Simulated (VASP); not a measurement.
Output of a VASP run:

File OSZICAR:
```
       N       E                     dE             d eps       ncg     rms          rms(c)
DAV:   1    -0.965991239512E+01   -0.96599E+01   -0.51403E+03  1192   0.967E+02
DAV:   2    -0.346266905837E+02   -0.24967E+02   -0.24214E+02  1592   0.166E+02
DAV:   3    -0.347944453896E+02   -0.16775E+00   -0.16775E+00  1272   0.167E+01
DAV:   4    -0.347946089132E+02   -0.16352E-03   -0.16352E-03  1704   0.465E-01
DAV:   5    -0.347946089362E+02   -0.23012E-07   -0.23012E-07  1240   0.409E-03    0.654E+00
DAV:   6    -0.197386343075E+02    0.15056E+02   -0.53624E+00  1336   0.181E+01    0.319E+00
DAV:   7    -0.210849073501E+02   -0.13463E+01   -0.13450E+00  1152   0.125E+01    0.260E+00
DAV:   8    -0.211169004050E+02   -0.31993E-01   -0.92839E-01  1512   0.935E+00    0.114E+00
DAV:   9    -0.211065985865E+02    0.10302E-01   -0.20163E-01  1304   0.517E+00    0.481E-01
DAV:  10    -0.211493296500E+02   -0.42731E-01   -0.20413E-01  1152   0.615E+00    0.420E-01
DAV:  11    -0.211787610703E+02   -0.29431E-01   -0.14713E-02  1152   0.167E+00    0.289E-01
DAV:  12    -0.211931149768E+02   -0.14354E-01   -0.24287E-02  1152   0.173E+00    0.389E-02
DAV:  13    -0.211938891602E+02   -0.77418E-03   -0.93970E-04  1264   0.417E-01    0.300E-02
DAV:  14    -0.211936872503E+02    0.20191E-03   -0.91502E-05  1176   0.131E-01    0.760E-03
DAV:  15    -0.211937561699E+02   -0.68920E-04   -0.71388E-06  1416   0.327E-02    0.782E-03
DAV:  16    -0.211937517431E+02    0.44269E-05   -0.90212E-06  1152   0.451E-02    0.194E-03
DAV:  17    -0.211937550197E+02   -0.32767E-05   -0.41194E-07  1192   0.104E-02    0.177E-03
DAV:  18    -0.211937525168E+02    0.25030E-05   -0.16522E-07  1120   0.437E-03    0.840E-04
DAV:  19    -0.211937528053E+02   -0.28853E-06   -0.20108E-08   576   0.164E-03    0.425E-05
DAV:  20    -0.211937524865E+02    0.31884E-06   -0.14088E-09   576   0.552E-04    0.602E-05
DAV:  21    -0.211937524780E+02    0.84328E-08   -0.20879E-10   576   0.205E-04
   1 F= -.21193752E+02 E0= -.21193752E+02  d E =-.822066E-20
```

### OUTCAR
```
------------------------ aborting loop because EDIFF is reached ----------------------------------------
  FORCE on cell =-STRESS in cart. coord.  units (eV):
  Direction    XX          YY          ZZ          XY          YZ          ZX
  --------------------------------------------------------------------------------------
  Total        0.9071965      0.9071965      0.9071965     -0.0000000      0.0000000     -0.0000000
  in kB      127.9792583    127.9792583    127.9792583     -0.0000000      0.0000000     -0.0000000
  external PRESSURE =     127.9792583 kB  Pullay stress =       0.0000000 kB
  volume of cell :       11.36
      direct lattice vectors                 reciprocal lattice vectors
     0.000000000  1.784079168  1.784079168    -0.280256621  0.280256621  0.280256621
     1.784079168  0.000000000  1.784079168     0.280256621 -0.280256621  0.280256621
     1.784079168  1.784079168  0.000000000     0.280256621  0.280256621 -0.280256621
  FREE ENERGIE OF THE ION-ELECTRON SYSTEM (eV)
  ---------------------------------------------------
  free  energy   TOTEN  =       -21.1937524780 eV

  energy  without entropy=      -21.1937524780  energy(sigma->0) =      -21.19375248
```
(Selected blocks of OUTCAR.)

**POSCAR**
```
BN
1
    0.0000000000     1.7840791684     1.7840791684
    1.7840791684     0.0000000000     1.7840791684
    1.7840791684     1.7840791684     0.0000000000
B N
1 1
Direct
  0.0000000000   0.0000000000   0.0000000000
  0.2500000000   0.2500000000   0.2500000000
```

Q: Write an INCAR and KPOINTS that could have produced this output.

A: Several could match; the one computed here: the input of the run itself, MS2 meta-GGA, plane waves, VASP's PBE PAW potentials (set 64).

### INCAR
```
SYSTEM  =  BN
PREC  =  Accurate; ENCUT  =  520; LREAL  =  .FALSE.
LASPH  =  .TRUE.
EDIFF  =  1E-7; NELM  =  100; ALGO  =  Normal
LMIXTAU  =  .TRUE.
ISMEAR  =  0; SIGMA  =  0.05
METAGGA  =  MS2
ISIF  =  2
LWAVE  =  .FALSE.; LCHARG  =  .FALSE.
```

File KPOINTS:
```
Automatic
0
G
12 12 12
```

POTCAR, in this order: B N (PBE.64 set). Program: vasp_std.

The compound is BN in the zinc blende structure. This cell is one point of a volume scan, at 0.97 of the reference volume.
